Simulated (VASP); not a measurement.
```yaml
crystal:
  lattice:
    - [0.00000, 1.94500, 1.94500]
    - [1.94500, 0.00000, 1.94500]
    - [1.94500, 1.94500, 0.00000]
  atoms:
    - { symbol: Pd, position: [0.00000, 0.00000, 0.00000] }
```

Computed with PBE GGA, VASP's PBE PAW potentials (set 64) (plane waves; VASP 6.6.1). Numerical set-up: 400 eV cut-off, 14×14×14 Γ-centred mesh, Gaussian smearing of 0.050 eV, potentials Pd.

Q: Give the stress tensor in GPa (positive for a compressed cell).

A: 
```
6.98  0.00  0.00
0.00  6.98  0.00
0.00  0.00  6.98
```
The pressure is its mean diagonal, 6.98 GPa.

The compound is Pd in the fcc structure. The cell was not relaxed at this level. The run is one of a series of settings (ISMEAR = 0, SIGMA = 0.05 against the base run), some of them coarse on purpose.
